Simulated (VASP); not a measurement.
Calculation: optB86b-vdW, VASP's PBE PAW potentials (set 64) (plane waves; VASP).

A VASP calculation is set up with these files.

INCAR:
```
! general
SYSTEM   = NiSb
PREC     = Accurate
ENCUT    = 520   ! plane-wave cut-off (eV)
LREAL    = .FALSE.   ! projection in real space or not
LASPH    = .TRUE.   ! aspherical one-centre terms

! electronic loop
EDIFF    = 1E-6   ! SCF stop (eV)
NELM     = 100   ! most electronic steps
ALGO     = Normal
LMAXMIX  = 4   ! l cut-off of mixed one-centre charges

! smearing
ISMEAR   = 1   ! Methfessel-Paxton
SIGMA    = 0.1   ! width (eV)

! functional
GGA      = MK
LUSE_VDW = .TRUE.
AGGAC    = 0.0
PARAM1   = 0.1234
PARAM2   = 1.0

! ions
IBRION   = 2
NSW      = 60   ! most ionic steps
ISIF     = 3   ! ions, shape and volume
EDIFFG   = -0.02   ! ionic stop

! output
LWAVE    = .FALSE.
LCHARG   = .FALSE.
```

**POSCAR**
```
NiSb
1
    1.9548608319    -3.3859184433     0.0000000000
    1.9548608319     3.3859184433     0.0000000000
    0.0000000000     0.0000000000     5.1051620191
Ni Sb
2 2
Direct
  0.0000000000   0.0000000000   0.5000000000
  0.0000000000   0.0000000000   0.0000000000
  0.3333330000   0.6666670000   0.2500000000
  0.6666670000   0.3333330000   0.7500000000
```

**KPOINTS**
```
kpoints
0
gamma
  8 8 6
0 0 0
```

POTCAR, in this order: Ni Sb (PBE.64 set). Program: vasp_std.

Output of the run:

**OSZICAR**
```
       N       E                     dE             d eps       ncg     rms          rms(c)
DAV:   1     0.181063752083E+03    0.18106E+03   -0.12670E+04  1520   0.163E+03
DAV:   2    -0.317753509661E+01   -0.18424E+03   -0.17937E+03  1532   0.323E+02
DAV:   3    -0.124904527203E+02   -0.93129E+01   -0.90273E+01  1756   0.893E+01
DAV:   4    -0.127517942514E+02   -0.26134E+00   -0.25929E+00  1705   0.140E+01
DAV:   5    -0.127599048372E+02   -0.81106E-02   -0.81083E-02  1809   0.261E+00    0.130E+01
DAV:   6    -0.150950517665E+02   -0.23351E+01   -0.32273E+01  1655   0.104E+02    0.162E+01
DAV:   7    -0.114445137476E+02    0.36505E+01   -0.12178E+01  1646   0.735E+01    0.379E+00
DAV:   8    -0.114947943263E+02   -0.50281E-01   -0.13865E+00  2053   0.106E+01    0.256E+00
DAV:   9    -0.114356242957E+02    0.59170E-01   -0.22488E-01  1718   0.857E+00    0.630E-01
DAV:  10    -0.114360898220E+02   -0.46553E-03   -0.78376E-03  1613   0.763E-01    0.481E-01
DAV:  11    -0.114356186100E+02    0.47121E-03   -0.75024E-04  1810   0.220E-01    0.149E-01
DAV:  12    -0.114353894446E+02    0.22917E-03   -0.76597E-04  2124   0.467E-01    0.404E-02
DAV:  13    -0.114353960795E+02   -0.66349E-05   -0.80446E-05  1613   0.668E-02    0.371E-02
DAV:  14    -0.114353960575E+02    0.21984E-07   -0.33163E-06  1381   0.197E-02
   1 F= -.11435396E+02 E0= -.11435506E+02  d E =-.114354E+02
       N       E                     dE             d eps       ncg     rms          rms(c)
DAV:   1    -0.129548075222E+02   -0.15194E+01   -0.16063E+01  1625   0.691E+01    0.113E+01
DAV:   2    -0.154215003516E+02   -0.24667E+01   -0.36021E+01  1733   0.110E+02    0.170E+01
DAV:   3    -0.114954104894E+02    0.39261E+01   -0.14717E+01  1661   0.679E+01    0.290E+00
DAV:   4    -0.114650834942E+02    0.30327E-01   -0.46878E-01  1580   0.794E+00    0.161E+00
DAV:   5    -0.114383305739E+02    0.26753E-01   -0.43037E-02  2203   0.337E+00    0.398E-01
DAV:   6    -0.114374299133E+02    0.90066E-03   -0.47243E-03  1567   0.717E-01    0.118E-01
DAV:   7    -0.114374560996E+02   -0.26186E-04   -0.38208E-04  2106   0.297E-01    0.520E-02
DAV:   8    -0.114374304270E+02    0.25673E-04   -0.63968E-05  1987   0.141E-01    0.131E-02
DAV:   9    -0.114374308850E+02   -0.45805E-06   -0.67201E-06  1903   0.301E-02
   2 F= -.11437431E+02 E0= -.11437910E+02  d E =-.203483E-02
       N       E                     dE             d eps       ncg     rms          rms(c)
DAV:   1    -0.118735532156E+02   -0.43612E+00   -0.41297E+00  1637   0.336E+01    0.638E+00
DAV:   2    -0.128653016811E+02   -0.99175E+00   -0.10843E+01  1650   0.615E+01    0.977E+00
DAV:   3    -0.114503859650E+02    0.14149E+01   -0.45475E+00  1662   0.444E+01    0.790E-01
DAV:   4    -0.114629944703E+02   -0.12609E-01   -0.28040E-01  1750   0.395E+00    0.879E-01
DAV:   5    -0.114551008671E+02    0.78936E-02   -0.22003E-02  1821   0.250E+00    0.253E-01
DAV:   6    -0.114550924912E+02    0.83759E-05   -0.93699E-04  1595   0.294E-01    0.172E-01
DAV:   7    -0.114550172598E+02    0.75231E-04   -0.16495E-04  2174   0.145E-01    0.133E-02
DAV:   8    -0.114550199185E+02   -0.26588E-05   -0.24848E-05  2240   0.529E-02    0.157E-02
DAV:   9    -0.114550179688E+02    0.19497E-05   -0.14868E-06   933   0.209E-02    0.694E-03
DAV:  10    -0.114550170857E+02    0.88317E-06   -0.20194E-06   906   0.175E-02
   3 F= -.11455017E+02 E0= -.11455467E+02  d E =-.196210E-01
```

File OUTCAR:
```
------------------------ aborting loop because EDIFF is reached ----------------------------------------
  FORCE on cell =-STRESS in cart. coord.  units (eV):
  Direction    XX          YY          ZZ          XY          YZ          ZX
  --------------------------------------------------------------------------------------
  Total        0.0658711      0.0658711     -0.0370605      0.0000000     -0.0000000      0.0000000
  in kB        1.5203530      1.5203531     -0.8553834      0.0000000     -0.0000000      0.0000000
  external PRESSURE =       0.7284409 kB  Pullay stress =       0.0000000 kB
  volume of cell :       69.42
      direct lattice vectors                 reciprocal lattice vectors
     1.973397538 -3.418024965  0.000000000     0.253370135 -0.146283308  0.000000000
     1.973397538  3.418024965  0.000000000     0.253370135  0.146283308 -0.000000000
     0.000000000  0.000000000  5.145661449    -0.000000000  0.000000000  0.194338475
 POSITION                                       TOTAL-FORCE (eV/Angst)
 -----------------------------------------------------------------------------------
      0.00000      0.00000      2.57283        -0.000000     -0.000000      0.000000
      0.00000     -0.00000      0.00000        -0.000000     -0.000000      0.000000
      1.97340      1.13934      1.28642         0.000000     -0.000000     -0.000000
      1.97340     -1.13934      3.85925        -0.000000      0.000000      0.000000
 -----------------------------------------------------------------------------------
    total drift:                                0.000000      0.000000      0.000000
  FREE ENERGIE OF THE ION-ELECTRON SYSTEM (eV)
  ---------------------------------------------------
  free  energy   TOTEN  =       -11.4550170857 eV

  energy  without entropy=      -11.4563672424  energy(sigma->0) =      -11.45546714

 reached required accuracy - stopping structural energy minimisation
```
(Selected blocks of OUTCAR.)

File CONTCAR:
```
NiSb
   1.00000000000000
     1.9733975380803799   -3.4180249647814924    0.0000000000000000
     1.9733975380803799    3.4180249647814924    0.0000000000000000
     0.0000000000000000    0.0000000000000000    5.1456614494631889
  Ni              Sb
     2     2
Direct
     0.0000000000000000    0.0000000000000000    0.5000000000000000
     0.0000000000000000    0.0000000000000000    0.0000000000000000
     0.3333330000000032    0.6666669999999968    0.2500000000000000
     0.6666669999999968    0.3333330000000032    0.7500000000000000
```

OUTCAR:
```
 val. band max:        9.7537528428   @ k =   0.3750   0.0000   0.1667

 cond. band min:       9.8186111777   @ k =   0.3750   0.1250   0.0000


 Fermi energy:         9.7944777726

 k-point     1 :       0.0000    0.0000    0.0000
  band No.  band energies     occupation
      1      -3.1236      2.00000
      2       1.3199      2.00000
      3       3.6001      2.00000
      4       5.8998      2.00000
      5       5.8998      2.00000
      6       6.6641      2.00000
      7       7.2414      2.00000
      8       7.2414      2.00000
      9       7.6891      2.00000
     10       7.6891      2.00000
     11       8.4495      2.00000
     12       8.4495      2.00000
     13       9.7312      1.86806
     14      10.3492     -0.00000
     15      10.3492     -0.00000
     16      12.2068      0.00000
     17      12.2068      0.00000
     18      12.9263      0.00000
     19      13.6907      0.00000

 k-point     2 :       0.1250    0.0000    0.0000
  band No.  band energies     occupation
      1      -2.9305      2.00000
      2       1.3055      2.00000
      3       3.8180      2.00000
      4       5.8504      2.00000
      5       5.9412      2.00000
      6       6.5814      2.00000
      7       7.0966      2.00000
      8       7.1642      2.00000
      9       7.5756      2.00000
     10       7.7237      2.00000
     11       8.4383      2.00000
     12       8.4506      2.00000
     13       9.1447      2.00000
     14       9.6700      2.07079
     15       9.7416      1.77135
     16      11.4599     -0.00000
     17      12.7366      0.00000
     18      13.3739      0.00000
     19      14.2914      0.00000

 k-point     3 :       0.2500    0.0000    0.0000
  band No.  band energies     occupation
      1      -2.3648      2.00000
      2       1.1815      2.00000
      3       4.4525      2.00000
      4       5.3207      2.00000
      5       6.0564      2.00000
      6       6.3085      2.00000
      7       6.8858      2.00000
...
```

Energy and stress use the plane-wave basis of the starting cell. Unless said otherwise, spin-orbit coupling is left out, though it shifts the bands of the heavy elements here.

The compound is NiSb in the NiAs type structure. This run relaxes it. Symmetry was kept, so distortions that lower it aren't found. The start is the result of an earlier pass. The run is not spin-polarised, so no magnetic state was tried.
